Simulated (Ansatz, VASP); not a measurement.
## One calculation of YZrF2, two programs

```
Y Zr F
1.0
     4.46048    0.00000    0.00000
     0.00000    4.46048    0.00000
     0.00000    0.00000    2.62768
Y Zr F
1 1 2
Direct
  0.50000 0.50000 0.50000
  0.00000 0.00000 0.00000
  0.50000 0.00000 0.00000
  0.00000 0.50000 0.00000
```

Alike in both runs: task single point; functional PBE; k mesh 4 × 4 × 6; occupations gaussian, width 0.1 eV; no spin polarisation.

|  | VASP | Ansatz |
| --- | --- | --- |
| version | VASP 6.6.1 | Ansatz 0.2.0 |
| potentials or method | VASP PAW PBE potentials, release 64 (Y_sv, Zr_sv, F) | scalar-relativistic, plane waves, PAW |
| plane-wave cutoff (eV) | 520 | 420 |
| valence electrons in the cell | 37 | 37 |

Ansatz gave:

```
gap on the k mesh at the Fermi level (eV)       : none
pressure (GPa)                                  : 24.3
largest component of the traceless stress (GPa) : 14.20
```

Question: Estimate VASP's values.

Answer: gap on the k mesh at the Fermi level (eV): none; pressure (GPa): 24.3; largest component of the traceless stress (GPa): 14.21.

A gap of «none» marks a metal or a gap that the smearing closes.

Caveats: the k mesh is coarse (spacing up to 0.40 Å⁻¹), so the values aren't converged; so large a pressure means that the cell lies far from this level's equilibrium, or that cutoff or potentials fall short (VASP); an odd number of electrons without spin polarisation forces a metal; a magnetic or distorted state may lie lower.
